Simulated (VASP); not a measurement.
Computed with PBE GGA with D3 dispersion (Becke-Johnson damping), VASP's PBE PAW potentials (set 64) (plane waves; VASP).

VASP ran on this input.

**INCAR**
```
SYSTEM  =  ZnS
LCHARG  =  .False.
LREAL  =  .False.
NSW  =  60   # most ionic steps
ISMEAR  =  0   # Gaussian
ISIF  =  3
IBRION  =  2
NELM  =  100
LWAVE  =  .False.
ALGO  =  Normal   # blocked Davidson
IVDW  =  12
LASPH  =  .True.   # aspherical one-centre terms
EDIFF  =  1E-6   # SCF stop (eV)
LMAXMIX  =  4
ENCUT  =  520
EDIFFG  =  -0.02   # ionic stop
GGA  =  PE   # PBE
PREC  =  Accurate
SIGMA  =  0.05
```

**KPOINTS**
```
Automatic mesh
0
Gamma
 6 6 4
```

### POSCAR
```
ZnS
1
    1.9012038406    -3.2929816055     0.0000000000
    1.9012038406     3.2929816055    -0.0000000000
    0.0000000000     0.0000000000     6.2293906017
Zn S
2 2
Direct
  0.6666670000   0.3333330000   0.5001496791
  0.3333330000   0.6666670000   0.0001496791
  0.6666670000   0.3333330000   0.8748503209
  0.3333330000   0.6666670000   0.3748503209
```

POTCAR, in this order: Zn S (PBE.64 set). Program: vasp_std.

Predict the energy per atom (σ→0), dispersion energy, band gap (on the k-mesh).

The energy per atom (σ→0) comes out as -3728 meV/atom and the dispersion energy comes out as -1.247 eV. The band gap (on the k-mesh) is 2.24 eV.

### OSZICAR
```
...
DAV:   8    -0.136647865093E+02    0.21067E-01   -0.11968E-01  1242   0.464E+00    0.118E+00
DAV:   9    -0.136655981135E+02   -0.81160E-03   -0.23443E-02  1250   0.257E+00    0.300E-01
DAV:  10    -0.136657273747E+02   -0.12926E-03   -0.12851E-03  1086   0.446E-01    0.189E-01
DAV:  11    -0.136659678082E+02   -0.24043E-03   -0.39117E-04  1020   0.144E-01    0.100E-01
DAV:  12    -0.136659612110E+02    0.65972E-05   -0.46440E-05  1428   0.120E-01    0.158E-02
DAV:  13    -0.136659642518E+02   -0.30408E-05   -0.85258E-06  1020   0.203E-02    0.845E-03
DAV:  14    -0.136659647355E+02   -0.48369E-06   -0.75549E-07   808   0.102E-02
   1 F= -.14912559E+02 E0= -.14912559E+02  d E =-.149126E+02
```

The compound is ZnS in the wurtzite structure, the high-temperature form. It was relaxed first. The start is the result of an earlier pass.
